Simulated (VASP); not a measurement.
# Sn2Pt: phonons from a supercell, part 2 of 3

Wanted: whether Sn2Pt is dynamically stable, and its vibrational spectrum. The start is a cell from a database of measured crystal structures.

VASP 6.6.1; LDA; plane waves and PAW (Pt, Sn).

So far. Step 2 (Relax the host): The run ended after 3 ionic steps, 0.005 eV below its first step, once forces and stress met EDIFFG = -0.02. Step 3 (Tight relaxation): The run ended after 3 ionic steps, 0.000 eV below its first step, once forces and stress met EDIFFG = -0.002.

The database entry behind the starting cell differs from later determinations by our own check (0.1 to 0.3 % short, probably kX units), so it need not match the best structure at ambient conditions.

## 4. Force constants in the supercell

System of this step: Sn2Pt. The structure is cubic, space group Fm-3m (No. 225). Conventional cell: a = 6.400 Å, b = 6.400 Å, c = 6.400 Å, α = 90.00°, β = 90.00°, γ = 90.00°. Nearest to Pt lie 8 Sn at 2.77 Å. Sn has 4 Pt at 2.77 Å nearest. Farther neighbours are not listed.

Each independent atom is moved by 0.015 Å both ways; the forces give the force constants out to half the supercell.

INCAR

```
SYSTEM = Sn2Pt
PREC = Accurate
ENCUT = 350
EDIFF = 1E-07
NELM = 120
ISMEAR = 1
SIGMA = 0.2
LREAL = .FALSE.
ALGO = Fast
GGA = CA
NBANDS = 96
LWAVE = .FALSE.
LCHARG = .FALSE.
KPAR = 4
IBRION = 6
NSW = 1
NFREE = 2
POTIM = 0.015
ISIF = 0
ADDGRID = .TRUE.
```

POSCAR

```
Sn2Pt
1.0
    0.0000000000      6.3997676334      6.3997676334
    6.3997676334      0.0000000000      6.3997676334
    6.3997676334      6.3997676334      0.0000000000
Pt Sn
8 16
Direct
    0.0000000000      0.0000000000      0.0000000000
    0.0000000000      0.0000000000      0.5000000000
    0.0000000000      0.5000000000      0.0000000000
    0.0000000000      0.5000000000      0.5000000000
    0.5000000000      0.0000000000      0.0000000000
    0.5000000000      0.0000000000      0.5000000000
    0.5000000000      0.5000000000      0.0000000000
    0.5000000000      0.5000000000      0.5000000000
    0.3750000000      0.3750000000      0.3750000000
    0.3750000000      0.3750000000      0.8750000000
    0.3750000000      0.8750000000      0.3750000000
    0.3750000000      0.8750000000      0.8750000000
    0.8750000000      0.3750000000      0.3750000000
    0.8750000000      0.3750000000      0.8750000000
    0.8750000000      0.8750000000      0.3750000000
    0.8750000000      0.8750000000      0.8750000000
    0.1250000000      0.1250000000      0.1250000000
    0.1250000000      0.1250000000      0.6250000000
    0.1250000000      0.6250000000      0.1250000000
    0.1250000000      0.6250000000      0.6250000000
    0.6250000000      0.1250000000      0.1250000000
    0.6250000000      0.1250000000      0.6250000000
    0.6250000000      0.6250000000      0.1250000000
    0.6250000000      0.6250000000      0.6250000000
```

KPOINTS

```
Automatic mesh
0
Gamma
4 4 4
0 0 0
```

Potentials, in the order of the species: Pt and Sn (LDA family, release 64).

Command:

```console
mpirun -np 4 vasp_std
```

The program printed:

```text
[banner, memory and clock lines left out]
running    4 mpi-ranks, on    1 nodes
 distrk:  each k-point on    1 cores,    4 groups
 distr:  one band on    1 cores,    1 groups

 POSCAR found type information on POSCAR PtSn
 POSCAR found :  2 types and      24 ions
|                                                                             |
|               ----> ADVICE to this user running VASP <----                  |
|                                                                             |
|     You have a (more or less) 'large supercell' and for larger cells it     |
|     might be more efficient to use real-space projection operators.         |
|     Therefore, try LREAL= Auto in the INCAR file.                           |
|     Mind: For very accurate calculation, you might also keep the            |
|     reciprocal projection scheme (i.e. LREAL=.FALSE.).                      |
|                                                                             |

 LDA part: xc-table for (Slater(with rela. corr.)+CA(PZ))
 , standard interpolation
 POSCAR, INCAR and KPOINTS ok, starting setup
 FFT: planning ... GRIDC
 FFT: planning ... GRID_SOFT
 FFT: planning ... GRID
 WAVECAR not read
 entering main loop
       N       E                     dE             d eps       ncg     rms          rms(c)
DAV:   1     0.531053253547E+03    0.53105E+03   -0.46794E+04  1536   0.929E+02
DAV:   2    -0.106809667736E+03   -0.63786E+03   -0.59807E+03  1832   0.194E+02
DAV:   3    -0.147001676895E+03   -0.40192E+02   -0.38402E+02  1992   0.453E+01
DAV:   4    -0.148116777054E+03   -0.11151E+01   -0.11049E+01  2016   0.726E+00
DAV:   5    -0.148142286595E+03   -0.25510E-01   -0.25456E-01  1928   0.111E+00    0.231E+01
RMM:   6    -0.144941891942E+03    0.32004E+01   -0.97733E+00  1536   0.874E+00    0.105E+01
RMM:   7    -0.143974372460E+03    0.96752E+00   -0.11596E+00  1536   0.256E+00    0.537E+00
RMM:   8    -0.143713541048E+03    0.26083E+00   -0.56339E-01  1541   0.210E+00    0.691E-01
RMM:   9    -0.143720566168E+03   -0.70251E-02   -0.91052E-02  1596   0.660E-01    0.520E-01
RMM:  10    -0.143722318325E+03   -0.17522E-02   -0.14701E-02  1577   0.328E-01    0.176E-01
RMM:  11    -0.143722510366E+03   -0.19204E-03   -0.47234E-03  1707   0.146E-01    0.659E-02
RMM:  12    -0.143722594357E+03   -0.83991E-04   -0.61762E-04  1745   0.526E-02    0.336E-02
RMM:  13    -0.143722585115E+03    0.92422E-05   -0.13280E-04  1587   0.247E-02    0.101E-02
RMM:  14    -0.143722586189E+03   -0.10746E-05   -0.31132E-05  1699   0.118E-02    0.702E-03
RMM:  15    -0.143722586530E+03   -0.34031E-06   -0.42214E-06  1717   0.415E-03    0.194E-03
RMM:  16    -0.143722586629E+03   -0.99100E-07   -0.84404E-07  1309   0.183E-03
   1 F= -.14372259E+03 E0= -.14372732E+03  d E =0.142038E-01
 Found     2 degrees of freedom:
 Finite differences POTIM= 0.01500 DOF=   2
 bond charge predicted
       N       E                     dE             d eps       ncg     rms          rms(c)
DAV:   1    -0.143720575212E+03    0.20113E-02   -0.12480E+00  2704   0.258E+00    0.667E-02
RMM:   2    -0.143721680069E+03   -0.11049E-02   -0.11972E-02  2499   0.368E-01    0.470E-02
RMM:   3    -0.143721940839E+03   -0.26077E-03   -0.30127E-03  3009   0.151E-01    0.504E-02
RMM:   4    -0.143721934381E+03    0.64584E-05   -0.31081E-04  2758   0.398E-02    0.475E-02
RMM:   5    -0.143721866352E+03    0.68029E-04   -0.19471E-04  2502   0.343E-02    0.133E-02
RMM:   6    -0.143721884591E+03   -0.18240E-04   -0.14578E-04  2517   0.314E-02    0.228E-02
RMM:   7    -0.143721872990E+03    0.11601E-04   -0.14097E-05  2478   0.120E-02    0.147E-02
RMM:   8    -0.143721866328E+03    0.66619E-05   -0.49286E-05  2526   0.170E-02    0.360E-03
RMM:   9    -0.143721866183E+03    0.14529E-06   -0.27458E-06  2392   0.543E-03    0.139E-03
RMM:  10    -0.143721866200E+03   -0.17446E-07   -0.48419E-07  1976   0.204E-03
   2 F= -.14372187E+03 E0= -.14372661E+03  d E =0.142291E-01
[...]
3 F= -.14372187E+03 E0= -.14372661E+03  d E =0.142290E-01
[...]
4 F= -.14372171E+03 E0= -.14372645E+03  d E =0.142162E-01
 Finite differences progress:
  Degree of freedom:   2/  2
  Displacement:        1/  2
  Total:               3/  4
 bond charge predicted
       N       E                     dE             d eps       ncg     rms          rms(c)
DAV:   1    -0.143721490178E+03    0.21866E-03   -0.10776E-01  3648   0.735E-01    0.133E-01
RMM:   2    -0.143721681217E+03   -0.19104E-03   -0.42260E-03  3461   0.137E-01    0.719E-02
RMM:   3    -0.143721702552E+03   -0.21335E-04   -0.72657E-04  3580   0.594E-02    0.307E-02
RMM:   4    -0.143721707565E+03   -0.50124E-05   -0.15601E-04  3703   0.268E-02    0.178E-02
RMM:   5    -0.143721708664E+03   -0.10994E-05   -0.28235E-05  3853   0.117E-02    0.445E-03
RMM:   6    -0.143721708810E+03   -0.14581E-06   -0.49322E-06  3792   0.490E-03    0.224E-03
RMM:   7    -0.143721708864E+03   -0.53802E-07   -0.91293E-07  2996   0.224E-03
   5 F= -.14372171E+03 E0= -.14372645E+03  d E =0.142166E-01
 Finite differences progress:
  Degree of freedom:   2/  2
  Displacement:        2/  2
  Total:               4/  4
```

Wall time 13 min (4 MPI ranks of AMD EPYC 7R43, shared host); peak memory 3.7 GiB.

From OUTCAR (step 4):

```text
  LATTYP: Found a face centered cubic cell.
 ALAT       =    12.7995352668

The static configuration has the point symmetry O_h .

 Found      8 irreducible k-points:

   k-points           NKPTS =      8   k-points in BZ     NKDIM =      8   number of bands    NBANDS=     96

   dimension x,y,z NGX =    56 NGY =   56 NGZ =   56
   dimension x,y,z NGXF=   112 NGYF=  112 NGZF=  112

   ENCUT  =  350.0 eV  25.72 Ry    5.07 a.u.  13.81 13.81 13.81*2*pi/ulx,y,z

   NELECT =     144.0000    total number of electrons

 E-fermi :   7.4940

 k-point     1 :       0.0000    0.0000    0.0000
  band No.  band energies     occupation
    ...
     69       6.6824      2.00000
     70       6.6847      2.00000
     71       6.8125      2.00002
     72       6.8126      2.00002
     73       6.8126      2.00002
     74       8.0515     -0.00058
     75       8.0562     -0.00052
     76       8.0573     -0.00050
     77       8.0618     -0.00045
     78       8.3715     -0.00000
    ...

 k-point     2 :       0.2500    0.0000    0.0000
  band No.  band energies     occupation
    ...
     70       7.0425      2.00638
     71       7.1352      2.02933
     72       7.1365      2.02985
     73       7.1365      2.02985
     74       7.5184      0.79515
     75       7.7569     -0.06871
     76       7.9449     -0.00646
     77       7.9467     -0.00623
     78       7.9507     -0.00576
     79       8.8559     -0.00000
    ...

  energy-cutoff  :      350.00
  volume of cell :      524.23
      direct lattice vectors                 reciprocal lattice vectors
     0.000000000  6.399767633  6.399767633    -0.078127837  0.078127837  0.078127837
     6.399767633  0.000000000  6.399767633     0.078127837 -0.078127837  0.078127837
     6.399767633  6.399767633  0.000000000     0.078127837  0.078127837 -0.078127837

 POSITION                                       TOTAL-FORCE (eV/Angst)
 -----------------------------------------------------------------------------------
      0.00000      0.00000      0.00000         0.001058     -0.000662     -0.000662
      3.19988      3.19988      0.00000         0.001030     -0.000657      0.000657
      3.19988      0.00000      3.19988         0.001030      0.000657     -0.000657
      6.39977      3.19988      3.19988        -0.014285      0.012401      0.012401
      0.00000      3.19988      3.19988         0.001058      0.000662      0.000662
      3.19988      6.39977      3.19988        -0.014719      0.013164     -0.013164
      3.19988      3.19988      6.39977        -0.014719     -0.013164      0.013164
      6.39977      6.39977      6.39977        -0.014285     -0.012401     -0.012401
      4.78483      4.79983      4.79983         0.117158     -0.000000      0.000000
      7.99971      7.99971      4.79983        -0.003133     -0.006524     -0.000018
      7.99971      4.79983      7.99971        -0.003133     -0.000018     -0.006524
     11.19959      7.99971      7.99971         0.002942     -0.000000      0.000000
      4.79983      7.99971      7.99971         0.002926     -0.000000      0.000000
      7.99971     11.19959      7.99971        -0.003133      0.000018      0.006524
      7.99971      7.99971     11.19959        -0.003133      0.006524      0.000018
     11.19959     11.19959     11.19959        -0.000360     -0.000000      0.000000
      1.59994      1.59994      1.59994        -0.001244     -0.000000      0.000000
      4.79983      4.79983      1.59994         0.004311     -0.002819      0.000075
      4.79983      1.59994      4.79983         0.004311      0.000075     -0.002819
      7.99971      4.79983      4.79983        -0.032539     -0.000000     -0.000000
      1.59994      4.79983      4.79983        -0.033737      0.000000      0.000000
      4.79983      7.99971      4.79983         0.004311     -0.000075      0.002819
      4.79983      4.79983      7.99971         0.004311      0.002819     -0.000075
      7.99971      7.99971      7.99971        -0.006029     -0.000000      0.000000
 -----------------------------------------------------------------------------------
    total drift:                                0.000139     -0.000000     -0.000000

  FREE ENERGIE OF THE ION-ELECTRON SYSTEM (eV)
  ---------------------------------------------------
  free  energy   TOTEN  =      -143.7217088635 eV

  energy  without entropy=     -143.7359254165  energy(sigma->0) =     -143.72644771

 Eigenvectors and eigenvalues of the dynamical matrix
 ----------------------------------------------------

   1 f  =    5.570912 THz    35.003074 2PiTHz  185.825632 cm-1    23.039432 meV
             X         Y         Z           dx          dy          dz
      0.000000  0.000000  0.000000     0.000000   -0.000000   -0.000000
      3.199884  3.199884  0.000000     0.000000    0.000000    0.000000
      3.199884  0.000000  3.199884     0.000000    0.000000    0.000000
      6.399768  3.199884  3.199884     0.000000   -0.000000   -0.000000
      0.000000  3.199884  3.199884     0.000000   -0.000000   -0.000000
      3.199884  6.399768  3.199884     0.000000   -0.000000    0.000000
      3.199884  3.199884  6.399768    -0.000000    0.000000   -0.000000
      6.399768  6.399768  6.399768    -0.000000    0.000000   -0.000000
      4.799826  4.799826  4.799826    -0.052773    0.244367    0.000121
[...]
7.999710  7.999710  4.799826     0.243918    0.052668   -0.015175
      7.999710  4.799826  7.999710     0.243918   -0.052668    0.015175
     11.199593  7.999710  7.999710    -0.243918    0.052668    0.015175
      4.799826  7.999710  7.999710    -0.243918    0.052668    0.015175
      7.999710 11.199593  7.999710     0.243918   -0.052668    0.015175
      7.999710  7.999710 11.199593     0.243918    0.052668   -0.015175
     11.199593 11.199593 11.199593    -0.243918   -0.052668   -0.015175
      1.599942  1.599942  1.599942     0.243918    0.052668    0.015175
      4.799826  4.799826  1.599942    -0.243918   -0.052668    0.015175
      4.799826  1.599942  4.799826    -0.243918    0.052668   -0.015175
      7.999710  4.799826  4.799826     0.243918   -0.052668   -0.015175
      1.599942  4.799826  4.799826     0.243918   -0.052668   -0.015175
      4.799826  7.999710  4.799826    -0.243918    0.052668   -0.015175
      4.799826  4.799826  7.999710    -0.243918   -0.052668    0.015175
      7.999710  7.999710  7.999710     0.243918    0.052668    0.015175

   3 f  =    5.570912 THz    35.003074 2PiTHz  185.825632 cm-1    23.039432 meV
             X         Y         Z           dx          dy          dz
      0.000000  0.000000  0.000000     0.000000    0.000000    0.000000
      3.199884  3.199884  0.000000    -0.000000   -0.000000    0.000000
      3.199884  0.000000  3.199884     0.000000   -0.000000    0.000000
      6.399768  3.199884  3.199884    -0.000000    0.000000   -0.000000
      0.000000  3.199884  3.199884    -0.000000    0.000000    0.000000
      3.199884  6.399768  3.199884    -0.000000    0.000000   -0.000000
      3.199884  3.199884  6.399768    -0.000000   -0.000000   -0.000000
      6.399768  6.399768  6.399768    -0.000000   -0.000000   -0.000000
      4.799826  4.799826  4.799826    -0.014808   -0.003321    0.249539
      7.999710  7.999710  4.799826     0.014808    0.003321    0.249539
      7.999710  4.799826  7.999710     0.014808   -0.003321   -0.249539
     11.199593  7.999710  7.999710    -0.014808    0.003321   -0.249539
      4.799826  7.999710  7.999710    -0.014808    0.003321   -0.249539
      7.999710 11.199593  7.999710     0.014808   -0.003321   -0.249539
      7.999710  7.999710 11.199593     0.014808    0.003321    0.249539
     11.199593 11.199593 11.199593    -0.014808   -0.003321    0.249539
      1.599942  1.599942  1.599942     0.014808    0.003321   -0.249539
      4.799826  4.799826  1.599942    -0.014808   -0.003321   -0.249539
      4.799826  1.599942  4.799826    -0.014808    0.003321    0.249539
      7.999710  4.799826  4.799826     0.014808   -0.003321    0.249539
      1.599942  4.799826  4.799826     0.014808   -0.003321    0.249539
      4.799826  7.999710  4.799826    -0.014808    0.003321    0.249539
      4.799826  4.799826  7.999710    -0.014808   -0.003321   -0.249539
      7.999710  7.999710  7.999710     0.014808    0.003321   -0.249539

   4 f  =    5.182682 THz    32.563754 2PiTHz  172.875679 cm-1    21.433843 meV
             X         Y         Z           dx          dy          dz
      0.000000  0.000000  0.000000    -0.072260    0.038333    0.016400
      3.199884  3.199884  0.000000     0.096881   -0.132479   -0.016400
      3.199884  0.000000  3.199884    -0.096881   -0.038333   -0.076925
      6.399768  3.199884  3.199884     0.072260    0.132479    0.076925
      0.000000  3.199884  3.199884     0.072260    0.132479    0.076925
      3.199884  6.399768  3.199884    -0.096881   -0.038333   -0.076925
      3.199884  3.199884  6.399768     0.096881   -0.132479   -0.016400
      6.399768  6.399768  6.399768    -0.072260    0.038333    0.016400
      4.799826  4.799826  4.799826     0.125647   -0.095813   -0.001358
      7.999710  7.999710  4.799826     0.027312    0.055811    0.001358
      7.999710  4.799826  7.999710    -0.027312    0.095813    0.276158
     11.199593  7.999710  7.999710    -0.125647   -0.055811   -0.276158
      4.799826  7.999710  7.999710    -0.125647   -0.055811   -0.276158
      7.999710 11.199593  7.999710    -0.027312    0.095813    0.276158
      7.999710  7.999710 11.199593     0.027312    0.055811    0.001358
     11.199593 11.199593 11.199593     0.125647   -0.095813   -0.001358
      1.599942  1.599942  1.599942     0.125647   -0.095813   -0.001358
      4.799826  4.799826  1.599942     0.027312    0.055811    0.001358
      4.799826  1.599942  4.799826    -0.027312    0.095813    0.276158
      7.999710  4.799826  4.799826    -0.125647   -0.055811   -0.276158
      1.599942  4.799826  4.799826    -0.125647   -0.055811   -0.276158
      4.799826  7.999710  4.799826    -0.027312    0.095813    0.276158
      4.799826  4.799826  7.999710     0.027312    0.055811    0.001358
      7.999710  7.999710  7.999710     0.125647   -0.095813   -0.001358

   5 f  =    5.182682 THz    32.563754 2PiTHz  172.875679 cm-1    21.433843 meV
             X         Y         Z           dx          dy          dz
      0.000000  0.000000  0.000000     0.143589    0.012760    0.041059
      3.199884  3.199884  0.000000     0.128668    0.027635   -0.041059
      3.199884  0.000000  3.199884    -0.128668   -0.012760   -0.005315
      6.399768  3.199884  3.199884    -0.143589   -0.027635    0.005315
      0.000000  3.199884  3.199884    -0.143589   -0.027635    0.005315
      3.199884  6.399768  3.199884    -0.128668   -0.012760   -0.005315
    [... 1824 further lines ...]
      4.799826  7.999710  4.799826    -0.036350   -0.181179   -0.014225
      4.799826  4.799826  7.999710    -0.036350   -0.181179   -0.014225
      7.999710  7.999710  7.999710    -0.036350   -0.181179   -0.014225

 ELASTIC MODULI CONTR FROM IONIC RELAXATION (kBar)
 Direction    XX          YY          ZZ          XY          YZ          ZX
 --------------------------------------------------------------------------------
 XX           0.0000      0.0000      0.0000      0.0000      0.0000      0.0000
 YY           0.0000      0.0000      0.0000      0.0000      0.0000      0.0000
 ZZ           0.0000      0.0000      0.0000      0.0000      0.0000      0.0000
 XY           0.0000      0.0000      0.0000      0.0000      0.0000      0.0000
 YZ           0.0000      0.0000      0.0000      0.0000      0.0000      0.0000
 ZX           0.0000      0.0000      0.0000      0.0000      0.0000      0.0000
 --------------------------------------------------------------------------------

[... 1 part as in an earlier step ...]

[... 7 further parts left out ...]
```

CONTCAR:

```
Sn2Pt
   1.00000000000000
     0.0000000000000000    6.3997676333999998    6.3997676333999998
     6.3997676333999998    0.0000000000000000    6.3997676333999998
     6.3997676333999998    6.3997676333999998    0.0000000000000000
  Pt              Sn
     8    16
Direct
     0.0000000000000000    0.0000000000000000    0.0000000000000000
     0.0000000000000000    0.0000000000000000    0.5000000000000000
     0.0000000000000000    0.5000000000000000    0.0000000000000000
     0.0000000000000000    0.5000000000000000    0.5000000000000000
     0.5000000000000000    0.0000000000000000    0.0000000000000000
     0.5000000000000000    0.0000000000000000    0.5000000000000000
     0.5000000000000000    0.5000000000000000    0.0000000000000000
     0.5000000000000000    0.5000000000000000    0.5000000000000000
     0.3761719175491400    0.3738280824508599    0.3738280824508599
     0.3750000000000000    0.3750000000000000    0.8750000000000000
     0.3750000000000000    0.8750000000000000    0.3750000000000000
     0.3750000000000000    0.8750000000000000    0.8750000000000000
     0.8750000000000000    0.3750000000000000    0.3750000000000000
     0.8750000000000000    0.3750000000000000    0.8750000000000000
     0.8750000000000000    0.8750000000000000    0.3750000000000000
     0.8750000000000000    0.8750000000000000    0.8750000000000000
     0.1250000000000000    0.1250000000000000    0.1250000000000000
     0.1250000000000000    0.1250000000000000    0.6250000000000000
     0.1250000000000000    0.6250000000000000    0.1250000000000000
     0.1250000000000000    0.6250000000000000    0.6250000000000000
     0.6250000000000000    0.1250000000000000    0.1250000000000000
     0.6250000000000000    0.1250000000000000    0.6250000000000000
     0.6250000000000000    0.6250000000000000    0.1250000000000000
     0.6250000000000000    0.6250000000000000    0.6250000000000000
```

The last energy, forces, stress and levels in OUTCAR belong to the last displaced cell, not to the cell of POSCAR.

This step gave:

```yaml
electrons: 144
lowest_frequency: -1.28e-7 cm⁻¹
highest_frequency: 185.8 cm⁻¹
dynamically_stable: yes
zero_point_energy: 21.20 meV/atom
heat_capacity_300: 24.25 J/K/mol of atoms
entropy_300: 42.70 J/K/mol of atoms
```

(Part 2 of 3 ends here.)

[Lines on the potential files, build, host, timing and source positions are cut from VASP's logs without a mark.]

[Logs are printed without paths, hosts, clocks, repeated set-up lines and the standing remarks that a program may print on its own settings, such as how far it seeks lower states.]

[Hosts, paths, dates, database ids (printed as entryN), source tags and the programs' standing remarks are cut or masked in the printed files.]

[Runs that stopped without an error message from VASP are left out.]
